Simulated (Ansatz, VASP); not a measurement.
# Ru8Se (Ru(0001)-(2x1)-Se, fcc site) in two plane-wave programs, part 2 of 2

One calculation is typed for both programs; each brings its own data sets. How far apart do they land? Of the first pair: The structure shown is the start of the Ansatz relaxation below; VASP solves that cell, so the two are compared at the walk's first step.

VASP 6.6.1 and Ansatz 0.2.0.

So far: The structure; Ansatz: relaxation, PBE with D3(BJ); VASP: single point, PBE with D3(BJ), start cell, pair 1.

**4. Side by side**

Known differences besides the potentials themselves: the data sets hold 144 valence electrons in Ansatz (on its default PAW (the set named soft_2) files) and 118 in VASP; the cutoff is 420 eV in Ansatz and 400 eV in VASP. Total energies have different zeros and are not compared.

Forces (eV/Å; atoms numbered as in POSCAR):

| atom | Ansatz x, y, z | VASP x, y, z |
| --- | --- | --- |
| Ru1 | -0.019, 0.011, 0.612 | -0.020, 0.011, 0.605 |
| Ru2 | 0.019, -0.011, 0.621 | 0.020, -0.011, 0.614 |
| Ru3 | -0.049, 0.029, -0.503 | -0.049, 0.028, -0.505 |
| Ru4 | -0.013, 0.008, -0.348 | -0.014, 0.008, -0.350 |
| Ru5 | 0.074, -0.042, 0.606 | 0.073, -0.042, 0.607 |
| Ru6 | 0.071, -0.041, 0.303 | 0.071, -0.041, 0.307 |
| Ru7 | 0.013, -0.008, 0.140 | 0.011, -0.006, 0.139 |
| Ru8 | -0.459, 0.265, 0.116 | -0.455, 0.263, 0.118 |
| Se9 | 0.364, -0.210, -1.545 | 0.363, -0.210, -1.535 |

The forces differ by 3.1 meV/Å r.m.s., which is 0.8 % of the r.m.s. force of 0.406 eV/Å (both taken over all components). With vacuum in the cell, a pressure given here is an average over mostly empty space and none of the material.

**5. Ansatz: relaxation, PBE with D3(BJ)**

This run makes the geometry at which the two programs are then compared.

The structure compared here is the end of the Ansatz relaxation.

input.yaml

```yaml
crystal:
  lattice:
    - [5.4, 0.0, 0.0]
    - [1.35, 2.3382685902, 0.0]
    - [0.0, 0.0, 25.6352504499]
  atoms:
    - { symbol: Ru, position: [0.33333333, 0.66666667, 0.3315746814] }
    - { symbol: Ru, position: [0.83333333, 0.66666667, 0.3315746814] }
    - { symbol: Ru, position: [0.0, 0.0, 0.4149910695] }
    - { symbol: Ru, position: [0.5, 0.0, 0.4149910695] }
    - { symbol: Ru, position: [0.33333333, 0.66666667, 0.4984074575] }
    - { symbol: Ru, position: [0.83333333, 0.66666667, 0.4984074575] }
    - { symbol: Ru, position: [0.0, 0.0, 0.5818238456] }
    - { symbol: Ru, position: [0.5, 0.0, 0.5818238456] }
    - { symbol: Se, position: [0.1666666667, 0.3333333333, 0.6684253186] }
kpoints:
  mp_grid: { grid: [6, 12, 1] }
hamiltonian:
  xc: pbe
  dispersion: d3bj
scf:
  occupations: { method: fermi_dirac, width: 0.1 }
  convergence: { dr2_threshold: 1.0e-08 }
efield:
  axis: 3
  dipole_correction: true
  ramp_position: 0.97
  ramp_width: 0.06
relax:
  f_tol: 0.015
  max_steps: 90
  constraints: [{ sites: [0, 1, 2, 3] }]
output:
  write_potential: true
  write_density: true
  volumetric_format: npy
```

Started as:

```
$ ansatz run input.yaml --threads 4 --pin off --max-ram 6144MiB --backend cpu --events-out ev --progress --plain --runs-dir out
```

Numbers of over 12 decimals in the logs are rounded to 6 here.

Log:

```text
[...]
Crystal: 9 atoms, lattice volume = 323.687 Å³
Basis set: ecut = 420 eV, 6327 PW (Γ), exchange–correlation on 80×40×360 points (8 copies of the dense FFT grid, shifted against one another)
Bands: 87, of which v1, the nominal top of the filled ones, is band 72 counted from 1 (71 counted from 0)
Symmetry: 2 space group operations
[...]
- { symbol: Ru, position: [0.0, 0.0, 0.414991] }
    - { symbol: Ru, position: [0.5, 0.0, 0.414991] }
    - { symbol: Ru, position: [0.334187, 0.665813, 0.498433] }
    - { symbol: Ru, position: [0.835061, 0.664939, 0.497118] }
    - { symbol: Ru, position: [-0.000998487, 0.000998487, 0.580471] }
    - { symbol: Ru, position: [0.498247, 0.00175271, 0.579356] }
    - { symbol: Se, position: [0.196277, 0.303723, 0.657281] }
[key lines of the parts left out:]
SCF converged after 6 iterations
Free energy (F): -52500.429130 eV
Fermi energy:    5.792347 eV
Dipole field:    D = 0.024412 V/Å  (p = 0.043668 e·Å, saw-weighted, corrected)
Work function:   Φ+ = 4.4241 eV   Φ− = 5.0499 eV
```

**6. VASP: single point, PBE with D3(BJ), relaxed cell, pair 2**

The same cell, functional, mesh and smearing now go to VASP, with its own data sets.

INCAR

```
SYSTEM = Ru8Se
PREC = Accurate
ENCUT = 400
EDIFF = 1E-06
NELM = 120
ISMEAR = -1
SIGMA = 0.1
LREAL = .FALSE.
ALGO = Normal
GGA = PE
IVDW = 12
NBANDS = 73
LASPH = .TRUE.
LORBIT = 11
LWAVE = .FALSE.
LCHARG = .FALSE.
ISIF = 2
LDIPOL = .TRUE.
IDIPOL = 3
DIPOL = 0.5 0.5 0.478
LVHAR = .TRUE.
GGA_COMPAT = .FALSE.
NELMDL = -8
KPAR = 2
```

POSCAR

```
Ru8Se
1.0
    5.4000000000      0.0000000000      0.0000000000
    1.3500000000      2.3382685902      0.0000000000
    0.0000000000      0.0000000000     25.6352504499
Ru Se
8 1
Direct
    0.3333333300      0.6666666700      0.3315746814
    0.8333333300      0.6666666700      0.3315746814
    0.0000000000      0.0000000000      0.4149910695
    0.5000000000      0.0000000000      0.4149910695
    0.3341865806      0.6658134194      0.4984330822
    0.8350607794      0.6649392206      0.4971176688
    0.9990015134      0.0009984866      0.5804709671
    0.4982472940      0.0017527060      0.5793559351
    0.1962768358      0.3037231642      0.6572807927
```

KPOINTS

```
Automatic mesh
0
Gamma
6 12 1
0 0 0
```

PAW data sets: Ru_pv and Se (PBE family, release 64).

Started as:

```
$ mpirun -np 2 vasp_std
```

Log:

```text
[... set-up lines as in an earlier step ...]
 entering main loop
       N       E                     dE             d eps       ncg     rms          rms(c)
DAV:   1     0.102691852859E+04    0.10269E+04   -0.66214E+04  4866   0.125E+03
DAV:   2    -0.421697855583E+02   -0.10691E+04   -0.10279E+04  4130   0.404E+02
DAV:   3    -0.791529604940E+02   -0.36983E+02   -0.35204E+02  4302   0.707E+01
DAV:   4    -0.802649619394E+02   -0.11120E+01   -0.11040E+01  4196   0.104E+01
[...]
DAV:  33    -0.749511273069E+02   -0.26277E-05   -0.12480E-07  2201   0.104E-03    0.204E-04
DAV:  34    -0.749511295331E+02   -0.22261E-05   -0.78126E-08  2233   0.561E-04    0.180E-04
DAV:  35    -0.749511301635E+02   -0.63045E-06   -0.33620E-08  2154   0.382E-04
   1 F= -.79193321E+02 E0= -.79047215E+02  d E =-.292212E+00
```

From OUTCAR (step 6):

```text
 Edisp (eV)   -4.24219

  Total      -3.98422    -2.27995    -3.26969     1.47594    -0.00112     0.00195
  in kB     -19.72095   -11.28520   -16.18421     7.30557    -0.00556     0.00964
  external pressure =      -15.73 kB  Pullay stress =        0.00 kB

 POSITION                                       TOTAL-FORCE (eV/Angst)
 -----------------------------------------------------------------------------------
      2.70000      1.55885      8.50000        -0.012953      0.007479      0.648992
      5.40000      1.55885      8.50000         0.012387     -0.007152      0.576074
      0.00000      0.00000     10.63840         0.028920     -0.016697     -0.723169
      2.70000      0.00000     10.63840        -0.026878      0.015518     -0.519990
      2.70346      1.55685     12.77746        -0.006138      0.003544     -0.003691
      5.40700      1.55481     12.74374         0.004563     -0.002635      0.006911
      5.39596      0.00233     14.88052        -0.017517      0.010113     -0.014416
      2.69290      0.00410     14.85193         0.016228     -0.009369     -0.000808
      1.46992      0.71019     16.84956         0.001389     -0.000802      0.030096
 -----------------------------------------------------------------------------------
    total drift:                               -0.000287      0.000165     -0.001816

  FREE ENERGIE OF THE ION-ELECTRON SYSTEM (eV)
  ---------------------------------------------------
  free  energy   TOTEN  =       -79.1933209940 eV

  energy  without entropy=      -78.9011090576  energy(sigma->0) =      -79.04721503

[... 2 parts as in an earlier step ...]

[... 1 further part left out ...]
[key lines of the parts left out:]
E-fermi :   1.8377
```

**7. Differences**

What differs besides the data sets and the points named for the pairs above, as far as they apply: the data sets hold 144 valence electrons in Ansatz (on its default PAW (the set named soft_2) files) and 118 in VASP. Total energies have different zeros and are not compared.

Both answers:

| quantity | Ansatz | VASP | difference |
| --- | --- | --- | --- |
| work function, lower of the two faces (eV) | 4.42 | 4.43 | 0.00 |
| work function, higher of the two faces (eV) | 5.05 | 5.05 | 0.00 |

Forces (eV/Å; atoms numbered as in POSCAR):

| atom | Ansatz x, y, z | VASP x, y, z |
| --- | --- | --- |
| Ru1 | -0.012, 0.007, 0.656 | -0.013, 0.007, 0.649 |
| Ru2 | 0.012, -0.007, 0.583 | 0.012, -0.007, 0.576 |
| Ru3 | 0.028, -0.016, -0.721 | 0.029, -0.017, -0.723 |
| Ru4 | -0.026, 0.015, -0.519 | -0.027, 0.016, -0.520 |
| Ru5 | -0.006, 0.003, 0.001 | -0.006, 0.004, -0.004 |
| Ru6 | 0.005, -0.003, 0.000 | 0.005, -0.003, 0.007 |
| Ru7 | -0.008, 0.004, -0.005 | -0.018, 0.010, -0.014 |
| Ru8 | 0.004, -0.002, 0.001 | 0.016, -0.009, -0.001 |
| Se9 | 0.003, -0.002, 0.004 | 0.001, -0.001, 0.030 |

The forces differ by 6.9 meV/Å r.m.s., which is 2.9 % of the r.m.s. force of 0.240 eV/Å (both taken over all components). With vacuum in the cell, a pressure given here is an average over mostly empty space and none of the material.

**8. Ansatz: single point, PBE with D3(BJ), pair 3**

A single point gives forces, pressure and levels at one fixed geometry, so differences don't come from the geometry; what else differs is listed under the comparison.

The cell is taken from a series of runs on this material, whose earlier steps may have relaxed, scaled, displaced or heated it; both programs get it as it stands.

input.yaml

```yaml
crystal:
  lattice:
    - [5.4, 0.0, 0.0]
    - [1.35, 2.3382685902, 0.0]
    - [0.0, 0.0, 25.6352504499]
  atoms:
    - { symbol: Ru, position: [0.33333333, 0.66666667, 0.3315746814] }
    - { symbol: Ru, position: [0.83333333, 0.66666667, 0.3315746814] }
    - { symbol: Ru, position: [0.0, 0.0, 0.4149910695] }
    - { symbol: Ru, position: [0.5, 0.0, 0.4149910695] }
    - { symbol: Ru, position: [0.3341865806, 0.6658134194, 0.4984330822] }
    - { symbol: Ru, position: [0.8350607794, 0.6649392206, 0.4971176688] }
    - { symbol: Ru, position: [-0.0009984866, 0.0009984866, 0.5804709671] }
    - { symbol: Ru, position: [0.498247294, 0.001752706, 0.5793559351] }
    - { symbol: Se, position: [0.1962768358, 0.3037231642, 0.6572807927] }
kpoints:
  mp_grid: { grid: [12, 24, 1] }
hamiltonian:
  xc: pbe
  dispersion: d3bj
scf:
  occupations: { method: fermi_dirac, width: 0.05 }
  convergence: { dr2_threshold: 1.0e-09 }
  n_extra_bands: 20
efield:
  axis: 3
  dipole_correction: true
  ramp_position: 0.97
  ramp_width: 0.06
output:
  band_densities:
    - { e_range: [-0.1, 0] }
    - { e_range: [-0.5, 0] }
    - { e_range: [-1.0, 0] }
    - { e_range: [0, 0.1] }
    - { e_range: [0, 0.5] }
    - { e_range: [0, 1.0] }
    - { e_range: [-2.0, -1.8] }
    - { e_range: [-1.8, -1.6] }
    - { e_range: [-1.6, -1.4] }
    - { e_range: [-1.4, -1.2] }
    - { e_range: [-1.2, -1.0] }
    - { e_range: [-1.0, -0.8] }
    - { e_range: [-0.8, -0.6] }
    - { e_range: [-0.6, -0.4] }
    - { e_range: [-0.4, -0.2] }
    - { e_range: [-0.2, 0.0] }
    - { e_range: [0.0, 0.2] }
    - { e_range: [0.2, 0.4] }
    - { e_range: [0.4, 0.6] }
    - { e_range: [0.6, 0.8] }
    - { e_range: [0.8, 1.0] }
    - { e_range: [1.0, 1.2] }
    - { e_range: [1.2, 1.4] }
    - { e_range: [1.4, 1.6] }
    - { e_range: [1.6, 1.8] }
    - { e_range: [1.8, 2.0] }
  band_residual_tolerance: 0.0001
  dos: { projected: true, e_range: [-5, 4] }
  write_potential: true
  write_density: true
  volumetric_format: npy
```

Started as:

```
$ ansatz run input.yaml --threads 4 --pin off --max-ram 6144MiB --backend cpu --events-out ev --progress --plain --runs-dir out
```

Log:

```text
[...]
Crystal: 9 atoms, lattice volume = 323.687 Å³
Basis set: ecut = 420 eV, 6327 PW (Γ)
Bands: 92, of which v1, the nominal top of the filled ones, is band 72 counted from 1 (71 counted from 0)
Symmetry: 2 space group operations
[...]
k-points: 85 of 288 (time reversal used)
[...]
e_range: [1.2, 1.4]                           2.722222             3.3e-5           0
  e_range: [1.4, 1.6]                           2.743056             3.0e-5           0
  e_range: [1.6, 1.8]                           2.131944             2.8e-5           0
  e_range: [1.8, 2]                             0.805556             1.8e-5           0
[key lines of the parts left out:]
SCF converged after 11 iterations
Free energy (F): -52500.303819 eV
Fermi energy:    5.801528 eV
Dipole field:    D = 0.023650 V/Å  (p = 0.042305 e·Å, saw-weighted, corrected)
Work function:   Φ+ = 4.4198 eV   Φ− = 5.0261 eV
```

**9. VASP: single point, PBE with D3(BJ), pair 3**

The same cell, functional, mesh and smearing now go to VASP, with its own data sets.

Edit INCAR of step 6 so:

```diff
@@ -6,3 +6,3 @@
 ISMEAR = -1
-SIGMA = 0.1
+SIGMA = 0.05
 LREAL = .FALSE.
```

POSCAR is that of step 6.

KPOINTS

```
Automatic mesh
0
Gamma
12 24 1
0 0 0
```

Started as:

```
$ mpirun -np 2 vasp_std
```

Log:

```text
[... set-up lines as in an earlier step ...]
 entering main loop
       N       E                     dE             d eps       ncg     rms          rms(c)
DAV:   1     0.102555444698E+04    0.10256E+04   -0.66136E+04 16538   0.125E+03
DAV:   2    -0.420365545964E+02   -0.10676E+04   -0.10261E+04 13928   0.404E+02
DAV:   3    -0.790018890083E+02   -0.36965E+02   -0.35157E+02 14764   0.705E+01
DAV:   4    -0.801576235308E+02   -0.11557E+01   -0.11455E+01 14133   0.105E+01
[...]
DAV:  34    -0.748259493594E+02   -0.38932E-05   -0.14929E-07  7696   0.862E-04    0.740E-04
DAV:  35    -0.748259518837E+02   -0.25243E-05   -0.12013E-07  7753   0.741E-04    0.283E-04
DAV:  36    -0.748259522349E+02   -0.35125E-06   -0.23180E-08  7128   0.364E-04
   1 F= -.79068143E+02 E0= -.79028130E+02  d E =-.800262E-01
```

OUTCAR, selected parts (step 9):

```text
 Edisp (eV)   -4.24219

  Total      -4.07112    -2.33988    -3.55825     1.49930    -0.00059     0.00103
  in kB     -20.15110   -11.58186   -17.61251     7.42118    -0.00293     0.00509
  external pressure =      -16.45 kB  Pullay stress =        0.00 kB

 POSITION                                       TOTAL-FORCE (eV/Angst)
 -----------------------------------------------------------------------------------
      2.70000      1.55885      8.50000        -0.017884      0.010326      0.698470
      5.40000      1.55885      8.50000         0.014857     -0.008578      0.575932
      0.00000      0.00000     10.63840         0.020285     -0.011711     -0.734106
      2.70000      0.00000     10.63840        -0.016397      0.009467     -0.545676
      2.70346      1.55685     12.77746         0.003374     -0.001948      0.019561
      5.40700      1.55481     12.74374         0.002602     -0.001502      0.023076
      5.39596      0.00233     14.88052         0.003695     -0.002133     -0.013559
      2.69290      0.00410     14.85193        -0.015054      0.008691     -0.030191
      1.46992      0.71019     16.84956         0.004522     -0.002611      0.006494
 -----------------------------------------------------------------------------------
    total drift:                               -0.000290      0.000167     -0.001824

  FREE ENERGIE OF THE ION-ELECTRON SYSTEM (eV)
  ---------------------------------------------------
  free  energy   TOTEN  =       -79.0681430654 eV

  energy  without entropy=      -78.9881168393  energy(sigma->0) =      -79.02812995

[... 1 part as in an earlier step ...]

[... 2 further parts left out ...]
[key lines of the parts left out:]
E-fermi :   1.8472
```

**10. Comparison**

What differs besides the data sets and the points named for the pairs above, as far as they apply: the data sets hold 144 valence electrons in Ansatz (on its default PAW (the set named soft_2) files) and 118 in VASP. Total energies have different zeros and are not compared.

The two programs side by side:

| quantity | Ansatz | VASP | difference |
| --- | --- | --- | --- |
| work function, lower of the two faces (eV) | 4.42 | 4.42 | 0.00 |
| work function, higher of the two faces (eV) | 5.03 | 5.02 | 0.00 |

With vacuum in the cell, a pressure given here is an average over mostly empty space and none of the material.

**11. Outcome**

| Item | Value |
| --- | --- |
| r.m.s. force difference (single point, PBE with D3(BJ), start cell, pair 1) | 0.76 % of the r.m.s. force |
| r.m.s. force difference (single point, PBE with D3(BJ), relaxed cell, pair 2) | 2.9 % of the r.m.s. force |
| difference in work function, higher of the two faces (single point, PBE with D3(BJ), pair 3) | 0.0023 eV |

The r.m.s. force difference is 2.9 % of the r.m.s. force (single point, PBE with D3(BJ), relaxed cell, pair 2), at about the 3 % picked in this series as the mark of a large difference. The data sets hold unlike numbers of valence electrons (144 in Ansatz and 118 in VASP), so part of the differences comes from the potentials. How closely two codes agree says nothing of how well the functional describes the real material.

[Lines on the potential files, build, host, timing and source positions are cut from VASP's logs without a mark.]

[Logs are printed without paths, hosts, clocks, repeated set-up lines and the standing remarks that a program may print on its own settings, such as how far it seeks lower states.]

[Hosts, paths, dates, database ids (printed as entryN), source tags and the programs' standing remarks are cut or masked in the printed files.]
